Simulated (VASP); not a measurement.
Calculation: revTPSS meta-GGA, VASP's PBE PAW potentials (set 64) (plane waves; VASP 6.6.1).

VASP ran on this input.

POSCAR:
```
Lu
1
    1.7500000000    -3.0310890000     0.0000000000
    1.7500000000     3.0310890000     0.0000000000
    0.0000000000     0.0000000000     5.5500000000
Lu
2
Direct
  0.3333330000   0.6666670000   0.2500000000
  0.6666670000   0.3333330000   0.7500000000
```

### INCAR
```
# general
SYSTEM   =  Lu
PREC     =  Accurate
ENCUT    =  520
LREAL    =  F
LASPH    =  T   # aspherical one-centre terms

# electronic loop
EDIFF    =  1E-6   # SCF stop (eV)
NELM     =  100   # most electronic steps
ALGO     =  Normal
LMAXMIX  =  6
LMIXTAU  =  T

# smearing
ISMEAR   =  1
SIGMA    =  0.1   # width (eV)

# functional
METAGGA  =  RTPSS

# ions
IBRION   =  2   # conjugate gradients
NSW      =  60   # most ionic steps
ISIF     =  3
EDIFFG   =  -0.01   # ionic stop

# output
LWAVE    =  F
LCHARG   =  F
```

### KPOINTS
```
Automatic mesh
0
Gamma
11 11 6
0 0 0
```

POTCAR, in this order: Lu_3 (PBE.64 set). Program: vasp_std.

Output

File OUTCAR:
```
 ion  position               nearest neighbor table
   1  0.333  0.667  0.250-   2 3.43   2 3.43   2 3.43   2 3.43   2 3.43   2 3.43
   2  0.667  0.333  0.750-   1 3.43   1 3.43   1 3.43   1 3.43   1 3.43   1 3.43
  LATTYP: Found a hexagonal cell.
 ALAT       =     3.5000000751
 C/A-ratio  =     1.5857142517
 Subroutine PRICEL returns:
 Original cell was already a primitive cell.
 Subroutine GETGRP returns: Found 24 space group operations
The static configuration has the point symmetry D_3d.
 The point group associated with its full space group is D_6h.
The dynamic configuration has the point symmetry D_3d.
 Subroutine INISYM returns: Found 24 space group operations
 Subroutine IBZKPT returns following result:
 Found     64 irreducible k-points:

 Following reciprocal coordinates:
            Coordinates               Weight
  0.000000  0.000000  0.000000      1.000000
  0.090909  0.000000  0.000000      6.000000
  0.181818  0.000000  0.000000      6.000000
  0.272727  0.000000  0.000000      6.000000
  0.363636  0.000000  0.000000      6.000000
  0.454545  0.000000  0.000000      6.000000
  0.090909  0.090909  0.000000      6.000000
...
```

File OSZICAR:
```
       N       E                     dE             d eps       ncg     rms          rms(c)
DAV:   1     0.195457657985E+03    0.19546E+03   -0.96657E+03  2105   0.198E+03
DAV:   2     0.784127837358E+02   -0.11704E+03   -0.11501E+03  2796   0.979E+02
DAV:   3     0.720657115085E+02   -0.63471E+01   -0.61174E+01  3129   0.161E+02
DAV:   4     0.715666645445E+02   -0.49905E+00   -0.43599E+00  3222   0.197E+01
DAV:   5     0.715052633623E+02   -0.61401E-01   -0.54273E-01  3154   0.535E+00    0.291E+01
DAV:   6     0.636783860812E+02   -0.78269E+01   -0.27839E+01  1717   0.413E+02    0.164E+01
DAV:   7     0.640558021325E+02    0.37742E+00   -0.17175E+00  3248   0.543E+01    0.108E+00
DAV:   8     0.636860451996E+02   -0.36976E+00   -0.70581E-01  2564   0.117E+01    0.471E-01
DAV:   9     0.641587853484E+02    0.47274E+00   -0.14345E+02  1664   0.271E+03    0.459E-01
DAV:  10     0.641926205644E+02    0.33835E-01   -0.12833E-02  2848   0.267E+00    0.299E-01
DAV:  11     0.641903230250E+02   -0.22975E-02   -0.30848E-03  3298   0.937E-01    0.151E-01
DAV:  12     0.636454520214E+02   -0.54487E+00   -0.56384E-01  1849   0.951E+00    0.758E-02
DAV:  13     0.636449129300E+02   -0.53909E-03   -0.23535E-03  2806   0.922E-01    0.389E-02
DAV:  14     0.642415462571E+02    0.59663E+00   -0.15910E+02  1664   0.309E+03    0.656E-02
DAV:  15     0.636451443156E+02   -0.59640E+00   -0.57077E-01  1994   0.967E+00    0.500E-02
DAV:  16     0.636448646248E+02   -0.27969E-03   -0.24964E-03  2507   0.720E-01    0.420E-02
DAV:  17     0.636447780406E+02   -0.86584E-04   -0.11644E-04  2978   0.200E-01    0.254E-02
DAV:  18     0.636447918008E+02    0.13760E-04   -0.16740E-06  1860   0.264E-02    0.308E-02
DAV:  19     0.636447671195E+02   -0.24681E-04   -0.56493E-07  1467   0.331E-02    0.279E-02
DAV:  20     0.636447544502E+02   -0.12669E-04   -0.32541E-06  2308   0.259E-02    0.216E-02
DAV:  21     0.636447500486E+02   -0.44016E-05   -0.17898E-07  1152   0.105E-02    0.180E-02
DAV:  22     0.636447488994E+02   -0.11492E-05   -0.13939E-07  1102   0.142E-02    0.147E-02
DAV:  23     0.636447469033E+02   -0.19961E-05   -0.64406E-07  1169   0.168E-02    0.820E-03
DAV:  24     0.636447460003E+02   -0.90296E-06   -0.38212E-07  1103   0.236E-02
   1 F= 0.63644746E+02 E0= 0.63643904E+02  d E =0.636447E+02
       N       E                     dE             d eps       ncg     rms          rms(c)
DAV:   1     0.634808447498E+02   -0.16390E+00   -0.57201E+00  1832   0.712E+01    0.297E+00
DAV:   2     0.635682877430E+02    0.87443E-01   -0.42251E-01  2533   0.103E+01    0.132E+00
DAV:   3     0.636266083405E+02    0.58321E-01   -0.10307E-01  2509   0.686E+00    0.418E-01
DAV:   4     0.636265580708E+02   -0.50270E-04   -0.98641E-03  2633   0.163E+00    0.280E-01
DAV:   5     0.636268549535E+02    0.29688E-03   -0.99328E-04  2687   0.749E-01    0.645E-02
DAV:   6     0.636261941663E+02   -0.66079E-03   -0.18832E-04  2721   0.157E-01    0.205E-02
DAV:   7     0.636261809200E+02   -0.13246E-04   -0.15463E-05  2764   0.641E-02    0.127E-02
DAV:   8     0.636261938936E+02    0.12974E-04   -0.17392E-05  2646   0.712E-02    0.645E-03
DAV:   9     0.636261787324E+02   -0.15161E-04   -0.22500E-06  1599   0.411E-02    0.203E-03
DAV:  10     0.636261783054E+02   -0.42707E-06   -0.94820E-07  1324   0.326E-02
   2 F= 0.63626178E+02 E0= 0.63625179E+02  d E =-.185677E-01
       N       E                     dE             d eps       ncg     rms          rms(c)
DAV:   1     0.636208146551E+02   -0.53641E-02   -0.16970E-01  1832   0.122E+01    0.539E-01
DAV:   2     0.636234775031E+02    0.26628E-02   -0.12997E-02  2462   0.176E+00    0.232E-01
DAV:   3     0.636252509570E+02    0.17735E-02   -0.30496E-03  2533   0.119E+00    0.710E-02
DAV:   4     0.636252724284E+02    0.21471E-04   -0.35087E-04  2658   0.318E-01    0.456E-02
DAV:   5     0.636253009727E+02    0.28544E-04   -0.36585E-05  2734   0.137E-01    0.127E-02
DAV:   6     0.636252680634E+02   -0.32909E-04   -0.77900E-06  2696   0.320E-02    0.268E-03
DAV:   7     0.636252679420E+02   -0.12134E-06   -0.18624E-07   952   0.109E-02
   3 F= 0.63625268E+02 E0= 0.63624226E+02  d E =-.194781E-01
       N       E                     dE             d eps       ncg     rms          rms(c)
DAV:   1     0.636237286692E+02   -0.15394E-02   -0.56831E-02  2511   0.356E+00    0.213E-01
DAV:   2     0.636245290065E+02    0.80034E-03   -0.17212E-03  2797   0.684E-01    0.102E-01
DAV:   3     0.636248065041E+02    0.27750E-03   -0.50381E-04  3046   0.293E-01    0.492E-02
DAV:   4     0.636248332051E+02    0.26701E-04   -0.63891E-05  2867   0.886E-02    0.199E-02
DAV:   5     0.636248398624E+02    0.66573E-05   -0.38599E-05  2666   0.804E-02    0.103E-02
DAV:   6     0.636248178445E+02   -0.22018E-04   -0.16033E-05  2611   0.474E-02    0.473E-03
DAV:   7     0.636248159408E+02   -0.19037E-05   -0.15087E-06  1425   0.154E-02    0.258E-03
DAV:   8     0.636248159868E+02    0.46034E-07   -0.20570E-07   907   0.153E-02
   4 F= 0.63624816E+02 E0= 0.63623839E+02  d E =-.451955E-03
```

OUTCAR:
```
------------------------ aborting loop because EDIFF is reached ----------------------------------------
  FORCE on cell =-STRESS in cart. coord.  units (eV):
  Direction    XX          YY          ZZ          XY          YZ          ZX
  --------------------------------------------------------------------------------------
  Total        0.0156862      0.0156862     -0.0124607      0.0000000      0.0000000     -0.0000000
  in kB        0.4464594      0.4464595     -0.3546556      0.0000000      0.0000000     -0.0000000
  external PRESSURE =       0.1794211 kB  Pullay stress =       0.0000000 kB
  volume of cell :       56.29
      direct lattice vectors                 reciprocal lattice vectors
     1.732847980 -3.001380826  0.000000000     0.288542334 -0.166589989 -0.000000000
     1.732847980  3.001380826  0.000000000     0.288542334  0.166589989 -0.000000000
     0.000000000 -0.000000000  5.411701591    -0.000000000  0.000000000  0.184784764
 POSITION                                       TOTAL-FORCE (eV/Angst)
 -----------------------------------------------------------------------------------
      1.73285      1.00046      1.35293         0.000000      0.000000      0.000000
      1.73285     -1.00046      4.05878        -0.000000     -0.000000      0.000000
 -----------------------------------------------------------------------------------
    total drift:                                0.000001      0.000068     -0.000011
  FREE ENERGIE OF THE ION-ELECTRON SYSTEM (eV)
  ---------------------------------------------------
  free  energy   TOTEN  =        63.6248159868 eV

  energy  without entropy=       63.6218843796  energy(sigma->0) =       63.62383878

 reached required accuracy - stopping structural energy minimisation
```
(Selected blocks of OUTCAR.)

### CONTCAR
```
Lu
   1.00000000000000
     1.7328479795119651   -3.0013808264966424    0.0000000000000000
     1.7328479795119651    3.0013808264966424    0.0000000000000000
     0.0000000000000000   -0.0000000000000000    5.4117015907613277
  Lu
     2
Direct
     0.3333330000000032    0.6666669999999968    0.2500000000000000
     0.6666669999999968    0.3333330000000032    0.7500000000000000
```

Energy and stress use the plane-wave basis of the starting cell.

The compound is Lu in the hcp structure. This run relaxes it. Symmetry was kept, so distortions that lower it aren't found.
